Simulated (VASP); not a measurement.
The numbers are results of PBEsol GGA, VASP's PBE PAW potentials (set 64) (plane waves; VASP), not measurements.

VASP input:

### INCAR
```
# general
SYSTEM =ZnSe
PREC   =Accurate
ENCUT  =500
LREAL  =.False.
LASPH  =.True.

# electronic loop
EDIFF  =1E-6
NELM   =100
ALGO   =Normal
LMAXMIX=4

# smearing
ISMEAR =0
SIGMA  =0.05

# functional
GGA    =PS

# ions
IBRION =2
NSW    =40
ISIF   =3
EDIFFG =-0.02
PSTRESS=50

# output
LWAVE  =.False.
LCHARG =.False.
```

KPOINTS:
```
Automatic mesh
0
Gamma
8 8 8
0 0 0
```

POSCAR:
```
ZnSe
1
    0.0000000000     2.7591779804     2.7591779804
    2.7591779804    -0.0000000000     2.7591779804
    2.7591779804     2.7591779804    -0.0000000000
Zn Se
1 1
Direct
  0.0000000000   0.0000000000   0.0000000000
  0.2500000000   0.2500000000   0.2500000000
```

POTCAR, in this order: Zn Se (PBE.64 set). Program: vasp_std.

The resulting files:

**OSZICAR**
```
       N       E                     dE             d eps       ncg     rms          rms(c)
DAV:   1     0.845813507149E+02    0.84581E+02   -0.88542E+03   754   0.158E+03
DAV:   2    -0.154538732705E+01   -0.86127E+02   -0.81564E+02   834   0.270E+02
DAV:   3    -0.699176066564E+01   -0.54464E+01   -0.54183E+01   929   0.692E+01
DAV:   4    -0.704253367832E+01   -0.50773E-01   -0.50762E-01   834   0.723E+00
DAV:   5    -0.704279785131E+01   -0.26417E-03   -0.26417E-03   879   0.497E-01    0.571E+00
DAV:   6    -0.675210902198E+01    0.29069E+00   -0.84045E-01   945   0.351E+01    0.429E+00
DAV:   7    -0.673383693458E+01    0.18272E-01   -0.24774E-01   799   0.527E+00    0.184E+00
DAV:   8    -0.673141535393E+01    0.24216E-02   -0.40681E-03   929   0.723E-01    0.513E-01
DAV:   9    -0.673110683751E+01    0.30852E-03   -0.85844E-04   872   0.460E-01    0.680E-02
DAV:  10    -0.673115250510E+01   -0.45668E-04   -0.26531E-04   914   0.213E-01    0.290E-02
DAV:  11    -0.673114338612E+01    0.91190E-05   -0.36101E-05  1034   0.849E-02    0.552E-03
DAV:  12    -0.673114309248E+01    0.29363E-06   -0.87233E-06   844   0.242E-02
   1 F= -.54200650E+01 E0= -.54200650E+01  d E =-.542006E+01
```

File OUTCAR:
```
------------------------ aborting loop because EDIFF is reached ----------------------------------------
  FORCE on cell =-STRESS in cart. coord.  units (eV):
  Direction    XX          YY          ZZ          XY          YZ          ZX
  --------------------------------------------------------------------------------------
  Total        1.3029618      1.3029618      1.3029618      0.0000000      0.0000000     -0.0000000
  in kB       49.6904704     49.6904704     49.6904704      0.0000000      0.0000000     -0.0000000
  external PRESSURE =      -0.3095296 kB  Pullay stress =      50.0000000 kB
  volume of cell :       42.01
      direct lattice vectors                 reciprocal lattice vectors
     0.000000000  2.759177980  2.759177980    -0.181213392  0.181213392  0.181213392
     2.759177980  0.000000000  2.759177980     0.181213392 -0.181213392  0.181213392
     2.759177980  2.759177980  0.000000000     0.181213392  0.181213392 -0.181213392
  FREE ENERGIE OF THE ION-ELECTRON SYSTEM (eV)
  ---------------------------------------------------
  free  energy   TOTEN  =        -6.7311430925 eV

  energy  without entropy=       -6.7311430925  energy(sigma->0) =       -6.73114309
  enthalpy is  TOTEN    =        -5.4200649895 eV   P V=        1.3110781030

 reached required accuracy - stopping structural energy minimisation
```
(Selected blocks of OUTCAR.)

The structure was generated: ZnSe was put into the zinc blende type (F-43m), which need not be its known phase. It was relaxed first under an external pressure of 5 GPa.
